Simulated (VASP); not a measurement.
Data:

```yaml
crystal:
  lattice:
    - [3.07568, 0.00000, 0.00000]
    - [-1.53784, 2.66361, 0.00000]
    - [0.00000, 0.00000, 4.40112]
  atoms:
    - { symbol: Zr, position: [0.00000, 0.00000, 0.00000] }
    - { symbol: Si, position: [0.66667, 0.33333, 0.50000] }
```

All values below come from PBEsol GGA, VASP's PBE PAW potentials (set 64) (plane waves; VASP). Settings: 400 eV cut-off, 15×15×9 Γ-centred mesh, tetrahedra with Blöchl corrections, potentials Zr_sv Si.

**Question.** Predict the energy per atom (σ→0), band gap (on the k-mesh) with the smallest direct gap where there is one.

**Answer.** 
```json
{
 "band gap (on the k-mesh)": "none (metal, semimetal or under 0.01 eV)",
 "energy per atom (σ→0)": "-7.884 eV/atom"
}
```

Total energies compare only between runs with the same potentials, cut-off and functional.

The structure was generated: ZrSi was put into the WC type (P-6m2), which need not be its known phase. It was relaxed first, which changed the volume by -11 %.
